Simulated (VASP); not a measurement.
CrO₂ (rutile): the bulk modulus from VASP (plane waves, PAW) at several levels of theory. Static lattice, third-order Birch-Murnaghan fit over five volumes.

```tsv
level	bulk modulus (GPa)
PBEsol	254
RPBE	204
AM05	247
PBE-D3(BJ)	237
PBE-D4	242
```

The cell of the PBEsol run:

```cif
data_Cr2O4
_chemical_formula_sum 'Cr2 O4'
_space_group_name_H-M_alt 'P 1'
_space_group_IT_number 1
_cell_length_a 4.39492
_cell_length_b 4.39492
_cell_length_c 2.89303
_cell_angle_alpha 90.000
_cell_angle_beta 90.000
_cell_angle_gamma 90.000
loop_
_space_group_symop_operation_xyz
  'x, y, z'
loop_
_atom_site_label
_atom_site_type_symbol
_atom_site_fract_x
_atom_site_fract_y
_atom_site_fract_z
_atom_site_occupancy
Cr1 Cr 0.00000 0.00000 0.00000 1
Cr2 Cr 0.50000 0.50000 0.50000 1
O1 O 0.30326 0.30326 0.00000 1
O2 O 0.80326 0.19674 0.50000 1
O3 O 0.19674 0.80326 0.50000 1
O4 O 0.69674 0.69674 0.00000 1
```
Starting moments (μB, in the order of the record's atoms Cr Cr O O O O): 2.1 2.1 -0.1 -0.1 -0.1 -0.1.

Only levels that ran to the end are used. Left out are those held back, those with too coarse a band path, GW runs whose mesh misses a band edge, hybrids' fits of cells that aren't cubic and levels without matching references; a question may draw on a part of the rest.

The compound is CrO2 in the rutile structure.
